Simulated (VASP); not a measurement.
OSZICAR of a VASP run on BN (zinc blende):

File OSZICAR:
```
       N       E                     dE             d eps       ncg     rms          rms(c)
DAV:   1     0.111288678356E+02    0.11129E+02   -0.52820E+03  1184   0.992E+02
DAV:   2    -0.182117927351E+02   -0.29341E+02   -0.28595E+02  1576   0.179E+02
DAV:   3    -0.184224179790E+02   -0.21063E+00   -0.21063E+00  1352   0.193E+01
DAV:   4    -0.184226127054E+02   -0.19473E-03   -0.19473E-03  1568   0.504E-01
DAV:   5    -0.184226127685E+02   -0.63077E-07   -0.63078E-07  1264   0.733E-03    0.674E+00
DAV:   6    -0.175376680165E+02    0.88494E+00   -0.34239E+00  1480   0.136E+01    0.332E+00
DAV:   7    -0.174620890916E+02    0.75579E-01   -0.98312E-02  1496   0.305E+00    0.192E+00
DAV:   8    -0.174472626316E+02    0.14826E-01   -0.41979E-02  1352   0.188E+00    0.197E-01
DAV:   9    -0.174474829355E+02   -0.22030E-03   -0.54852E-04  1232   0.257E-01    0.765E-02
DAV:  10    -0.174475568722E+02   -0.73937E-04   -0.13667E-04  1640   0.119E-01    0.156E-02
DAV:  11    -0.174475615010E+02   -0.46289E-05   -0.72579E-06  1312   0.267E-02    0.662E-03
DAV:  12    -0.174475615120E+02   -0.11003E-07   -0.12618E-06  1416   0.940E-03    0.452E-04
DAV:  13    -0.174475615344E+02   -0.22380E-07   -0.25646E-08   576   0.181E-03
   1 F= -.17868599E+02 E0= -.17868599E+02  d E =-.889565E-17
```

Task: Which electronic solver shows in the log?

Result: It is blocked Davidson (ALGO = Normal, or the opening steps of other solvers). The INCAR had ALGO = Normal.

Task: Can the final energy be trusted as converged?

Result: Self-consistency was reached. It stopped with EDIFF = 1E-7, NELM = 100 (PBE GGA with D3 dispersion (Becke-Johnson damping), plane waves, VASP's PBE PAW potentials (set 64)).

The compound is BN in the zinc blende structure. It was relaxed first.
